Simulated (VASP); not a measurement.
Here is the system:

```
CELL_PARAMETERS angstrom
     -2.59734     2.59734     2.59734
      2.59734    -2.59734     2.59734
      2.59734     2.59734    -2.59734
ATOMIC_POSITIONS crystal
  K  0.00000 0.00000 0.00000
```

Method: optB86b-vdW, VASP's PBE PAW potentials (set 64) (plane waves; VASP). Settings: 520 eV cut-off, Gaussian smearing of 0.050 eV, potentials K_sv.

Task: Give the energies of bands 5 to 7 at the high-symmetry points, in eV from the Fermi level.

Result: 
| band | Γ | H | N | P |
|---|---|---|---|---|
| 5 | -2.26 | 1.60 | 0.40 | 1.45 |
| 6 | 4.29 | 1.60 | 0.68 | 1.45 |
| 7 | 4.29 | 3.59 | 3.13 | 1.45 |

It has no gap at this level: it comes out as a metal or semimetal.

The compound is K in the bcc structure. It was relaxed first.
